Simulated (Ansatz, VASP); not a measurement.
**SiW (zincblende type (invented)): VASP beside Ansatz**

Aim: how closely do two programs agree when they are given the same cell, functional and k mesh? The cell is generated by rule, not measured, and may not be a known phase. The cell is taken from a series of runs on this material, whose earlier steps may have relaxed, scaled, displaced or heated it; both programs get it as it stands.

Method: plane waves, with VASP 6.6.1 beside it; relaxation of cell and atoms at PBE, in Ansatz 0.2.0.

### Step 1. The starting structure

It takes space group F-43m (No. 216, cubic). Conventional cell: a = 5.582 Å, b = 5.582 Å, c = 5.582 Å, α = 90.00°, β = 90.00°, γ = 90.00°. Nearest to W lie 4 Si at 2.42 Å. Si has 4 W at 2.42 Å nearest. Farther neighbours are not listed.

Coordinates:

```xyz
2
Lattice="0.0000 2.7910 2.7910 2.7910 0.0000 2.7910 2.7910 2.7910 0.0000" Properties=species:S:1:pos:R:3 pbc="T T T"
W     0.0000    0.0000    0.0000
Si    4.1866    4.1866    4.1866
```

### Step 2. VASP: relaxation of cell and atoms, PBE

The relaxed volume is the usual yardstick between codes: in a stiff, nearly cubic crystal its relative difference is about their pressure difference at one cell divided by the bulk modulus.

Lines of VASP's logs that name or quote its potential files are left out, and so is its time.

Contents of INCAR:

```
SYSTEM = SiW
PREC = Accurate
ENCUT = 600
EDIFF = 1E-07
NELM = 120
ISMEAR = 0
SIGMA = 0.1
LREAL = .FALSE.
ALGO = Normal
GGA = PE
NBANDS = 11
LASPH = .TRUE.
LORBIT = 11
LWAVE = .FALSE.
LCHARG = .FALSE.
ISIF = 3
IBRION = 2
NSW = 80
EDIFFG = -0.005
GGA_COMPAT = .FALSE.
NELMIN = 4
```

Contents of POSCAR:

```
SiW
1.0
    0.0000000000      2.7910420000      2.7910420000
    2.7910420000      0.0000000000      2.7910420000
    2.7910420000      2.7910420000      0.0000000000
W Si
1 1
Direct
    0.0000000000      0.0000000000      0.0000000000
    0.7500001791      0.7500001791      0.7500001791
```

Contents of KPOINTS:

```
Automatic mesh
0
Gamma
14 14 14
0 0 0
```

The projector-augmented-wave data sets are W and Si (PBE family, release 64).

Command:

```sh
$ mpirun -np 1 vasp_std
```

Numbers of over 12 decimals in the logs are rounded to 6 here.

What it wrote:

```text
[banner, memory and clock lines left out]
running    1 mpi-ranks, on    1 nodes
 distrk:  each k-point on    1 cores,    1 groups
 distr:  one band on    1 cores,    1 groups

 POSCAR found type information on POSCAR W Si
 POSCAR found :  2 types and       2 ions
 LDA part: xc-table for (Slater+PW92), standard interpolation
 POSCAR, INCAR and KPOINTS ok, starting setup
 FFT: planning ... GRIDC
 FFT: planning ... GRID_SOFT
 FFT: planning ... GRID
 WAVECAR not read
 entering main loop
       N       E                     dE             d eps       ncg     rms          rms(c)
DAV:   1     0.211717494501E+02    0.21172E+02   -0.45251E+03  2288   0.838E+02
DAV:   2    -0.150627188978E+02   -0.36234E+02   -0.34547E+02  2810   0.156E+02
DAV:   3    -0.168272165333E+02   -0.17645E+01   -0.17232E+01  2888   0.291E+01
DAV:   4    -0.168479513521E+02   -0.20735E-01   -0.20603E-01  2985   0.338E+00
DAV:   5    -0.168481598677E+02   -0.20852E-03   -0.20846E-03  2977   0.325E-01    0.156E+01
DAV:   6    -0.154902314311E+02    0.13579E+01   -0.56715E+00  2778   0.122E+01    0.417E+00
DAV:   7    -0.154794658018E+02    0.10766E-01   -0.19442E-01  2663   0.337E+00    0.317E+00
DAV:   8    -0.154694266548E+02    0.10039E-01   -0.21049E-02  2820   0.858E-01    0.367E-01
DAV:   9    -0.154685263585E+02    0.90030E-03   -0.27547E-03  2846   0.327E-01    0.131E-01
DAV:  10    -0.154685598742E+02   -0.33516E-04   -0.17751E-04  2725   0.895E-02    0.309E-02
DAV:  11    -0.154685615783E+02   -0.17041E-05   -0.58977E-06  2786   0.164E-02    0.156E-02
DAV:  12    -0.154685618419E+02   -0.26354E-06   -0.10116E-06  2785   0.763E-03    0.226E-03
DAV:  13    -0.154685618809E+02   -0.39013E-07   -0.37021E-08  1746   0.136E-03
   1 F= -.15468562E+02 E0= -.15463687E+02  d E =-.154686E+02
 curvature:   0.00 expect dE= 0.000E+00 dE for cont linesearch  0.000E+00
 trial: gam= 0.00000 g(F)=  0.276E-41 g(S)=  0.432E-03 ort = 0.000E+00 (trialstep = 0.100E+01)
 search vector abs. value=  0.432E-03
 bond charge predicted
       N       E                     dE             d eps       ncg     rms          rms(c)
DAV:   1    -0.154691655823E+02   -0.60374E-03   -0.17010E-02  2387   0.858E-01    0.263E-01
DAV:   2    -0.154685928384E+02    0.57274E-03   -0.20670E-03  2665   0.266E-01    0.564E-02
DAV:   3    -0.154685331067E+02    0.59732E-04   -0.10381E-04  2623   0.619E-02    0.272E-02
DAV:   4    -0.154685205044E+02    0.12602E-04   -0.46632E-05  2603   0.338E-02    0.804E-03
DAV:   5    -0.154685211023E+02   -0.59790E-06   -0.16582E-06  2822   0.888E-03    0.694E-03
DAV:   6    -0.154685219841E+02   -0.88182E-06   -0.39981E-07  2659   0.362E-03    0.932E-04
DAV:   7    -0.154685220518E+02   -0.67652E-07   -0.55255E-08  1384   0.176E-03
   2 F= -.15468522E+02 E0= -.15463726E+02  d E =0.398291E-04
 trial-energy change:    0.000040  1 .order    0.000050   -0.000432    0.000532
 step:   0.4638(harm=  0.4483)  dis= 0.00000  next Energy=   -15.468663 (dE=-0.101E-03)
 bond charge predicted
       N       E                     dE             d eps       ncg     rms          rms(c)
DAV:   1    -0.154688566875E+02   -0.33470E-03   -0.48903E-03  2363   0.459E-01    0.140E-01
DAV:   2    -0.154686880124E+02    0.16868E-03   -0.60124E-04  2665   0.143E-01    0.301E-02
DAV:   3    -0.154686696439E+02    0.18369E-04   -0.29637E-05  2609   0.331E-02    0.148E-02
DAV:   4    -0.154686641287E+02    0.55151E-05   -0.13650E-05  2615   0.183E-02    0.430E-03
DAV:   5    -0.154686638488E+02    0.27989E-06   -0.48190E-07  2743   0.477E-03    0.371E-03
DAV:   6    -0.154686634417E+02    0.40713E-06   -0.11179E-07  2008   0.195E-03    0.439E-04
DAV:   7    -0.154686633994E+02    0.42322E-07   -0.15371E-08  1315   0.906E-04
   3 F= -.15468663E+02 E0= -.15463825E+02  d E =-.101519E-03
 curvature:  -0.22 expect dE=-0.109E-06 dE for cont linesearch -0.109E-06
 trial: gam= 0.00000 g(F)=  0.128E-41 g(S)=  0.488E-06 ort =-0.145E-04 (trialstep = 0.893E+00)
 search vector abs. value=  0.488E-06
 reached required accuracy - stopping structural energy minimisation
```

OUTCAR, selected parts (step 2):

```text
ion  position               nearest neighbor table
   1  0.000  0.000  0.000-   2 2.42   2 2.42   2 2.42   2 2.42
   2  0.750  0.750  0.750-   1 2.42   1 2.42   1 2.42   1 2.42

  LATTYP: Found a face centered cubic cell.
 ALAT       =     5.5820840000

 Subroutine GETGRP returns: Found 24 space group operations
 (whereof 24 operations were pure point group operations)

The static configuration has the point symmetry T_d .

 Found    104 irreducible k-points:

   k-points           NKPTS =    104   k-points in BZ     NKDIM =    104   number of bands    NBANDS=     11

   dimension x,y,z NGX =    32 NGY =   32 NGZ =   32
   dimension x,y,z NGXF=    64 NGYF=   64 NGZF=   64

   ENCUT  =  600.0 eV  44.10 Ry    6.64 a.u.   7.88  7.88  7.88*2*pi/ulx,y,z

   NELECT =      10.0000    total number of electrons

 k-points in reciprocal lattice and weights: Automatic mesh
   0.00000000  0.00000000  0.00000000       0.000
   0.07142857  0.00000000  0.00000000       0.003
   0.14285714  0.00000000  0.00000000       0.003
   0.21428571  0.00000000  0.00000000       0.003
   0.28571429  0.00000000  0.00000000       0.003
   0.35714286  0.00000000  0.00000000       0.003
   0.42857143  0.00000000  0.00000000       0.003
   0.50000000  0.00000000  0.00000000       0.001
   0.07142857  0.07142857  0.00000000       0.002
[...]
-0.28571429  0.42857143  0.21428571       0.009
  -0.28571429  0.50000000  0.21428571       0.004

 average (electrostatic) potential at core
       1 -41.2237       2 -83.7844

 E-fermi :   4.2985

 k-point     1 :       0.0000    0.0000    0.0000
  band No.  band energies     occupation
    ...
      2       1.6328      2.00000
      3       1.6328      2.00000
      4       1.6328      2.00000
      5       4.2323      1.65028
      6       4.2323      1.65025
      7       9.7690      0.00000
      8      11.4776      0.00000
      9      11.4776      0.00000
     10      11.4776      0.00000
     11      13.2611      0.00000

 k-point     2 :       0.0714    0.0000    0.0000
  band No.  band energies     occupation
    ...
      2       1.5658      2.00000
      3       1.6652      2.00000
      4       1.6652      2.00000
      5       4.2106      1.78575
      6       4.2106      1.78573
      7       9.8949      0.00000
      8      11.0082      0.00000
      9      11.4846      0.00000
     10      11.4846      0.00000
     11      13.1507      0.00000

 k-point     3 :       0.1429    0.0000    0.0000
  band No.  band energies     occupation
    ...
      2       1.3901      2.00000
      3       1.7516      2.00000
      4       1.7516      2.00000
      5       4.1681      1.93472
      6       4.1681      1.93471
      7       9.6214      0.00000
      8      10.5431      0.00000
      9      11.3722      0.00000
     10      11.3722      0.00000
     11      12.8902      0.00000

  Total        0.0025956      0.0025956      0.0025956      0.0000000      0.0000000      0.0000000
  in kB        0.0958835      0.0958835      0.0958835      0.0000000      0.0000000      0.0000000
  external PRESSURE =       0.0958835 kB  Pullay stress =       0.0000000 kB

  energy-cutoff  :      600.00
  volume of cell :       43.37
      direct lattice vectors                 reciprocal lattice vectors
    -0.000000000  2.788629499  2.788629499    -0.179299545  0.179299545  0.179299545
     2.788629499  0.000000000  2.788629499     0.179299545 -0.179299545  0.179299545
     2.788629499  2.788629499  0.000000000     0.179299545  0.179299545 -0.179299545

 POSITION                                       TOTAL-FORCE (eV/Angst)
 -----------------------------------------------------------------------------------
      0.00000      0.00000      0.00000         0.000000      0.000000      0.000000
      4.18295      4.18295      4.18295        -0.000000     -0.000000     -0.000000
 -----------------------------------------------------------------------------------
    total drift:                               -0.000046     -0.000046     -0.000046

  FREE ENERGIE OF THE ION-ELECTRON SYSTEM (eV)
  ---------------------------------------------------
  free  energy   TOTEN  =       -15.4686633994 eV

  energy  without entropy=      -15.4589865466  energy(sigma->0) =      -15.46382497

 reached required accuracy - stopping structural energy minimisation

 total charge
# of ion       s       p       d       tot
------------------------------------------
    1        0.623   0.409   4.099   5.131
    2        0.797   1.003   0.000   1.800
--------------------------------------------------
tot          1.420   1.412   4.099   6.931

[... 3 further parts left out ...]
```

The data set W keeps the semicore shell frozen, which is cheaper and a little less accurate. The run keeps the 24 symmetry operations of its start, so it cannot find a distortion of lower symmetry.

### Step 3. Ansatz: relaxation of cell and atoms, PBE

Ansatz runs on its default PAW (the set named soft_2) files.

The same cell, functional, mesh and smearing now go to Ansatz, which takes its cutoff from its data sets.

Contents of input.yaml:

```yaml
crystal:
  lattice:
    - [0.0, 2.7910424234, 2.7910424234]
    - [2.7910424234, 0.0, 2.7910424234]
    - [2.7910424234, 2.7910424234, 0.0]
  atoms:
    - { symbol: W, position: [0.0, 0.0, 0.0] }
    - { symbol: Si, position: [0.75, 0.75, 0.75] }
kpoints:
  mp_grid: { grid: [14, 14, 14] }
hamiltonian:
  xc: pbe
scf:
  occupations: { method: gaussian, width: 0.1 }
output:
  forces: true
  stress: true
  eigenvalues: true
relax:
  adjacent_minimum: "off"
  f_tol: 0.005
  max_steps: 80
  cell: { stress_tol: 0.05 }
```

Command:

```sh
$ ansatz run input.yaml --threads 2 --pin off --max-ram 5120MiB --backend cpu --events-out ev --progress --plain --runs-dir out
```

What it wrote:

```text
Engine: ansatz 0.2.0, aarch64-unknown-linux-gnu
Pseudopotentials: kind: paw
Pseudopotential: W, paw, valence charge 14, recommended cutoff 420 eV (normal), W.paw.azcp
Pseudopotential: Si, paw, valence charge 4, recommended cutoff 420 eV (normal), Si.paw.azcp
Functional definition: PBE
  parameter kappa = 0.804
  parameter beta = 0.066725
  exchange = pbe_x(kappa = kappa, mu = beta*pi^2/3)
  correlation = pbe_c(beta = beta)
Crystal: 2 atoms, lattice volume = 43.484 Å³
Basis set: ecut = 420 eV, 869 PW (Γ), exchange–correlation on 54×54×54 points (8 copies of the dense FFT grid, shifted against one another)
Bands: 13, of which v1, the nominal top of the filled ones, is band 9 counted from 1 (8 counted from 0)
Symmetry: 24 space group operations
Space group: F-43m (ITA 216), of the structure as read, at distance tolerance 3.5e-5 Å
k-points: 104 of 2744 (time reversal used)
Non-local potential: W, projectors of the file, l = 0: 3, l = 1: 2, l = 2: 2, l = 3: 1
Non-local potential: Si, projectors of the file, l = 0: 2, l = 1: 2, l = 2: 2
PAW form: soft (Blöchl's): semilocal exchange-correlation on the pseudo side does not see the compensation charge
PAW one-centre angular grid: W, 590 points (default); XC on 64 Gauss nodes
PAW one-centre angular grid: Si, 110 points (default); XC on 64 Gauss nodes
Initial density: superposition of atomic densities (neutral atoms: chi_scale 0, normalization atom), corrected by the library's trained network
Initial wavefunctions: pseudopotential atomic-orbital guess
Functional: x = pbe(κ = 0.804, μ = 0.219515), c = pbe(β = 0.066725)
SCF iter   1: F=—  HF=-11017.702119 eV  |F-HF|=—  |Δ(HF+E_count)|=         —  Δρ=5.81e-3  dr2=1.32e-2  ethr=1.77e-3  ⟨swp⟩=5.2  Hψ=8389  notcnv=0
preconditioner: auto → Kerker (q_TF=auto, 2.355 Å⁻¹)  [metal: Δε(μ)=0.018 eV  Ē_g=5.771 eV  σ=0.100 eV  W_gap=0.10  n_scr=14 (ndim 8)  ℏωp=17.8 eV  f_vac=0.000  D(μ)=1.95/eV (n_scr^D=14)]
SCF iter   2: F=—  HF=-11017.700133 eV  |F-HF|=—  |Δ(HF+E_count)|=   1.99e-3  Δρ=3.08e-3  dr2=2.69e-3  ethr=7.35e-5  ⟨swp⟩=1.0  Hψ=2184  notcnv=0
SCF iter   3: F=—  HF=-11017.699957 eV  |F-HF|=—  |Δ(HF+E_count)|=   1.76e-4  Δρ=8.71e-4  dr2=3.55e-4  ethr=1.50e-5  ⟨swp⟩=1.0  Hψ=1352  notcnv=0
SCF iter   4: F=—  HF=-11017.699953 eV  |F-HF|=—  |Δ(HF+E_count)|=   3.53e-6  Δρ=2.33e-4  dr2=3.87e-5  ethr=1.97e-6  ⟨swp⟩=1.2  Hψ=1446  notcnv=0
SCF iter   5: F=—  HF=-11017.699978 eV  |F-HF|=—  |Δ(HF+E_count)|=   2.49e-5  Δρ=5.60e-5  dr2=1.57e-6  ethr=2.15e-7  ⟨swp⟩=1.5  Hψ=1550  notcnv=0
SCF iter   6: F=-11017.699979 eV  HF=-11017.699979 eV  |F-HF|=4.85e-8  |Δ(HF+E_count)|=   1.05e-6  Δρ=1.11e-5  dr2=4.42e-8  ethr=5.56e-10  ⟨swp⟩=3.7  Hψ=5451  notcnv=0
SCF 1 converged in 6 iterations: F = -11017.699979 eV  dr2 = 4.42e-8
  greatest PAW one-centre occupation: 1.000 electrons in one spin orbital (limit 2), on the W atom at site 0 (counted from 0), in its partial waves of l = 0
relax step   1: F+E_penalty+E_count = -11017.69997918 eV  Δ(F+E_penalty+E_count) = +0.000e0 eV  max|allowed force component| = 1.454e-16 eV/Å  Δτ_max = 0.0000 Å  P = -0.057 GPa  Ω = 43.484 Å³  (6 SCF iters, dr2 threshold 1.00e-7 eV, accepted)
[...]
relax step   2: F+E_penalty+E_count = -11017.69998784 eV  Δ(F+E_penalty+E_count) = -8.659e-6 eV  max|allowed force component| = 1.422e-16 eV/Å  Δτ_max = 0.0000 Å  P = +0.009 GPa  Ω = 43.458 Å³  energy of the carried Pulay correction = +4.875e-6 eV  (4 SCF iters, dr2 threshold 7.99e-9 eV, accepted)
[...]
relax step   3: F+E_penalty+E_count = -11017.69998113 eV  Δ(F+E_penalty+E_count) = +6.711e-6 eV  max|allowed force component| = 1.816e-16 eV/Å  Δτ_max = 0.0000 Å  P = +0.009 GPa  Ω = 43.458 Å³  stress off target by 9.07e-3 GPa  SCF on the basis re-selected at this cell (its energy is not comparable with the rows above)  (5 SCF iters)
basis re-selected at this cell: Δ(F+E_penalty+E_count) = +6.711e-6 eV, ΔP = -0.000 GPa vs the last step (what re-selecting the basis moved, of the pressure what is left beyond the Pulay correction that the steps carried, after the strain that the cell walked since its last selection, with what the two solves' SCF thresholds leave and, on support functions, any second-order correction that the steps lacked; it is no m [...]
SCF converged after 5 iterations
Free energy (F): -11017.699981 eV
Harris-Foulkes:  -11017.699981 eV  (|F-HF|=3.64e-12)
Internal energy: -11017.690332 eV  (E = F + TS)
E sigma→0 (E₀):  -11017.695157 eV
Entropy (-TS):   -0.009649 eV (-4.825 meV/atom)
Fermi energy:    9.903332 eV
--- Per-component energies (eV) ---
  E_band       = -229.498724
  E_kinetic    = 487.264520
  E_local      = -1203.558067  (includes V_loc(G=0)·N_el)
  E_nonlocal   = 30.573368
  E_hartree    = 432.965214
  E_xc         = -319.237878
  E_vxc        = -281.638007  (∫ρ·V_xc dr)
  E_paw        = -9075.900557  (= ΣΔE_a)
  E_vpaw       = -128.070934  (= ΣTr[D̂ρ^β])
  E_aug_tail   = -0.000056  (compensation charges beyond the density's cutoff)
  E_ewald      = -1369.796878
  E_smearing   = -0.009649  (= −TS)
  E_closure    = -0.000000  (closes the sum)
  Σ components = -11017.699981   (vs F -11017.699981, Δ=0.00e0)
--- Forces (eV/Å), atoms counted from 1 ---
  atom   1  W      0.00000000     0.00000000     0.00000000
  atom   2  Si    -0.00000000    -0.00000000    -0.00000000
  max |Σ_I F_I| component: 2.52e-16 eV/Å
--- Stress (GPa, compression-positive) ---
        0.009068      -0.000000      -0.000000
       -0.000000       0.009068      -0.000000
       -0.000000      -0.000000       0.009068
  P = ⅓ Tr σ = 0.0091 GPa (0.091 kbar)
--- Band table (eV; the first three rows and the last of 104) ---
  k-point 0: bands = [... 5 lower, 7.2316, 7.2316, 7.2316, 9.8389, 9.8389, 15.2782, 17.0283, 17.0283]
  k-point 1: bands = [... 5 lower, 7.1642, 7.2640, 7.2640, 9.8170, 9.8170, 15.4079, 16.5709, 17.0407]
  k-point 2: bands = [... 5 lower, 6.9879, 7.3505, 7.3505, 9.7740, 9.7740, 15.1916, 16.0692, 16.9421]
  k-point 103: bands = [... 5 lower, 6.4499, 7.1982, 8.5263, 9.3451, 9.9969, 10.6912, 12.1114, 13.6163]
--- Relaxed structure (2 steps of the walk, 2 accepted, 1 SCFs on fresh bases) ---
  F+E_penalty+E_count = -11017.69998113 eV   max|allowed force component| = 1.816e-16 eV/Å   (the final SCF, on the basis selected at the relaxed cell)
  cell:  # Å, volume = 43.4585 Å³
    - [0, 2.790496, 2.790496]
    - [2.790496, 0, 2.790496]
    - [2.790496, 2.790496, 0]
  atoms:
    - { symbol: W, position: [0, 0, 0] }
    - { symbol: Si, position: [0.750000, 0.750000, 0.750000] }
```

### Step 4. Side by side

Known differences besides the potentials themselves: the data sets hold 18 valence electrons in Ansatz (on its default PAW (the set named soft_2) files) and 10 in VASP; the cutoff is 420 eV in Ansatz and 600 eV in VASP; Ansatz adds a Pulay correction to the stress that steers its cell, VASP none. Total energies have different zeros and are not compared.

Both answers:

| quantity | Ansatz | VASP | difference |
| --- | --- | --- | --- |
| volume (Å³) | 43.46 | 43.37 | +0.20 % |
| edge a after relaxation, in the typed setting (Å) | 3.946 | 3.944 | +0.07 % |

### Step 5. What came out

```yaml
difference_in_volume_relaxation_of_cell_and_atoms_pbe: 0.20 %
```

**Reading.** The difference in volume is 0.20 % (relaxation of cell and atoms, PBE), within the 1.2 % picked in this series as the mark of a large difference, as far as the stopping tolerances let one tell. The data sets hold unlike numbers of valence electrons (18 in Ansatz and 10 in VASP), so part of the differences comes from the potentials. 1 further run of this series is not shown here. Such differences can come from data sets, numerical settings and the points named under the comparisons, not from the functional's error against experiment.

[Lines on the potential files, build, host, timing and source positions are cut from VASP's logs without a mark.]

[Logs are printed without paths, hosts, clocks, repeated set-up lines and the standing remarks that a program may print on its own settings, such as how far it seeks lower states.]

[Hosts, paths, dates, database ids (printed as entryN), source tags and the programs' standing remarks are cut or masked in the printed files.]
